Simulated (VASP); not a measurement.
Set up this calculation in VASP 6.6.1, as the native input.

* Task: band structure
* Functional: PBE
* Potentials or basis: VASP PAW PBE potentials, release 64 (Si, C)
* Cutoff: 520 eV
* k mesh: 12 × 12 × 12
* Occupations: gaussian, width 0.02 eV
* Spin: no spin polarisation
* Further INCAR settings: ALGO = Fast; EDIFF = 1e-07; NBANDS = 11; AMIX = 0.2

SiC:

```
CELL_PARAMETERS angstrom
0.00000 2.18970 2.18970
2.18970 0.00000 2.18970
2.18970 2.18970 0.00000
ATOMIC_POSITIONS crystal
Si 0.00000 0.00000 0.00000
C 0.25000 0.25000 0.25000
```

The input as run:

POSCAR

```
SiC                                     
1.0
    0.0000000000      2.1897008475      2.1897008475
    2.1897008475      0.0000000000      2.1897008475
    2.1897008475      2.1897008475      0.0000000000
  Si              C             
     1     1
Direct
     0.0000000000000000    0.0000000000000000    0.0000000000000000
     0.2500000000000000    0.2500000000000000    0.2500000000000000
```

INCAR.step1

```
SYSTEM = SiC
ALGO = Fast
AMIX = 0.2
EDIFF = 1E-7
ENCUT = 520
GGA = PE
ISIF = 2
ISMEAR = 0
LASPH = .TRUE.
LCHARG = .TRUE.
LREAL = .FALSE.
LWAVE = .FALSE.
NBANDS = 11
NELM = 100
PREC = Accurate
SIGMA = 0.02
```

KPOINTS.step1

```
k-points
0
G
  12 12 12
  0 0 0
```

INCAR.step2

```
SYSTEM = SiC
ALGO = Fast
AMIX = 0.2
EDIFF = 1E-7
ENCUT = 520
GGA = PE
ICHARG = 11
ISIF = 2
ISMEAR = 0
LASPH = .TRUE.
LCHARG = .FALSE.
LREAL = .FALSE.
LWAVE = .FALSE.
NBANDS = 11
NELM = 100
PREC = Accurate
SIGMA = 0.05
```

KPOINTS.step2

```
path GXWKGLUWLK,UX
20
line-mode
reciprocal
 0.0000000000  0.0000000000  0.0000000000  G
 0.5000000000  0.0000000000  0.5000000000  X

 0.5000000000  0.0000000000  0.5000000000  X
 0.5000000000  0.2500000000  0.7500000000  W

 0.5000000000  0.2500000000  0.7500000000  W
 0.3750000000  0.3750000000  0.7500000000  K

 0.3750000000  0.3750000000  0.7500000000  K
 0.0000000000  0.0000000000  0.0000000000  G

 0.0000000000  0.0000000000  0.0000000000  G
 0.5000000000  0.5000000000  0.5000000000  L

 0.5000000000  0.5000000000  0.5000000000  L
 0.6250000000  0.2500000000  0.6250000000  U

 0.6250000000  0.2500000000  0.6250000000  U
 0.5000000000  0.2500000000  0.7500000000  W

 0.5000000000  0.2500000000  0.7500000000  W
 0.5000000000  0.5000000000  0.5000000000  L

 0.5000000000  0.5000000000  0.5000000000  L
 0.3750000000  0.3750000000  0.7500000000  K

 0.6250000000  0.2500000000  0.6250000000  U
 0.5000000000  0.0000000000  0.5000000000  X
```

Potentials or basis: VASP PAW PBE potentials, release 64 (Si, C).

Command:

```console
$ cat potpaw_PBE.64/Si/POTCAR potpaw_PBE.64/C/POTCAR > POTCAR
$ cp INCAR.step1 INCAR
$ cp KPOINTS.step1 KPOINTS
$ mpirun -np 1 vasp_std > vasp.out
$ cp INCAR.step2 INCAR
$ cp KPOINTS.step2 KPOINTS
$ mpirun -np 1 vasp_std > vasp.out
```

Results of the run:

* Band gap on the k mesh: 1.37 eV, indirect (least direct gap 4.53 eV)
* Band gap along the path: 1.37 eV, indirect (least direct gap 4.53 eV)

Caveat: the log is that of the step along the path at fixed density, whose energy, stress, charges and moments have no meaning.

It took 16 s on 1 thread of Intel(R) Xeon(R) Platinum 8488C (Sapphire Rapids), on a shared host, peak memory 0.16 GiB.
